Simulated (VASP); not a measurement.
# Al2GaP3: relaxation of cell and atoms with PBE

Crystal: Al2GaP3.

```
Al Ga P
1.0
     5.83000   -3.36600    0.00000
     5.83000    3.36600    0.00000
     0.00000    0.00000    6.38300
Al Ga P
4 2 6
Cartesian
  3.8870 -1.1220 0.0010
  7.7730 -1.1220 0.0010
  7.7730 1.1220 3.1925
  3.8870 1.1220 3.1925
  5.8300 2.2450 0.0000
  5.8300 -2.2450 3.1915
  7.7730 1.1210 0.7980
  3.8870 1.1210 0.7980
  5.8300 -2.2420 0.7950
  3.8870 -1.1210 3.9895
  7.7730 -1.1210 3.9895
  5.8300 2.2420 3.9865
```

The cell was built by a generator and needn't be a form met in nature.

```
Program                : VASP 6.6.1
Task                   : relaxation of cell and atoms
Functional             : PBE
Potentials or basis    : VASP PAW PBE potentials, release 64 (Al, Ga_d, P)
Cutoff                 : 520 eV
k mesh                 : 4 × 4 × 4
Occupations            : gaussian, width 0.03 eV
Spin                   : no spin polarisation
Further INCAR settings : ALGO = Normal; EDIFF = 1e-06; IBRION = 2; EDIFFG = -0.01; NSW = 90; ISIF = 3
```

```
Relaxed volume                         : 20.86 Å³/atom
Relaxed cell                           : a = 6.728 Å, b = 6.728 Å, c = 6.388 Å, α = 90.00°, β = 90.00°, γ = 59.99°
Space group after relaxing (to 0.05 Å) : Cmc2_1 (No. 36)
Energy gained by relaxing              : 0.1 meV/atom
Ionic steps                            : 6
Pressure after relaxing                : 0.0 GPa
Largest force after relaxing           : 0.007 eV/Å
Band gap on the k mesh                 : 1.75 eV, indirect (least direct gap 1.97 eV)
```

Forces in eV/Å, atoms in the order of the input:
```
Al  -0.004  0.003  0.002
Al   0.004  0.003  0.002
Al   0.004 -0.003  0.002
Al  -0.004 -0.003  0.002
Ga   0.000 -0.003 -0.006
Ga   0.000  0.003 -0.006
P   -0.004  0.002  0.003
P    0.004  0.002  0.003
P    0.000 -0.001 -0.003
P    0.004 -0.002  0.003
P   -0.004 -0.002  0.003
P    0.000  0.001 -0.003
```

The path:
```
step  energy change (eV)  largest force (eV/Å)  pressure (GPa)  volume (Å³)
   1              0.0000                0.0656           -0.03       250.52
   2             -0.0008                0.0209            0.04       250.35
   3             -0.0008                0.0241            0.04       250.33
   4             -0.0011                0.0110           -0.02       250.48
   5             -0.0011                0.0111           -0.03       250.50
   6             -0.0011                0.0066            0.04       250.36
```

Final structure:
```
CELL_PARAMETERS angstrom
5.82679 -3.36315 0.00000
5.82679 3.36315 0.00000
0.00000 0.00000 6.38785
ATOMIC_POSITIONS crystal
Al 0.49988 0.16658 0.99991
Al 0.83342 0.50012 0.99991
Al 0.50012 0.83342 0.49991
Al 0.16658 0.49988 0.49991
Ga 0.16648 0.83352 0.99925
Ga 0.83352 0.16648 0.49925
P 0.50047 0.83332 0.12575
P 0.16668 0.49953 0.12575
P 0.83272 0.16728 0.12433
P 0.49953 0.16668 0.62575
P 0.83332 0.50047 0.62575
P 0.16728 0.83272 0.62433
```

Levels at points of the mesh, in eV from the valence-band top:
```tsv
k point	band 32	band 33	band 34	band 35	band 36	band 37
(0.00, 0.00, 0.00)	-0.14	0.00	0.00	1.97	2.28	2.30
(0.50, 0.00, 0.00)	-0.99	-0.94	-0.91	1.78	3.06	3.51
(0.50, 0.50, 0.00)	-0.99	-0.94	-0.92	1.75	3.14	3.54
(0.00, 0.00, 0.50)	-0.55	-0.55	-0.55	2.41	2.41	3.01
(0.50, 0.00, 0.50)	-1.73	-1.72	-1.72	2.04	2.04	3.08
(0.50, 0.50, 0.50)	-1.75	-1.73	-1.73	2.06	2.06	3.05
```

Wall time 2.8 min on 4 MPI ranks on Intel(R) Xeon(R) Platinum 8488C (Sapphire Rapids) (shared host), peak memory 0.47 GiB a rank.

A k mesh can miss the band edges. Expect the measured gap to be larger: semilocal functionals such as PBE lack the derivative discontinuity.
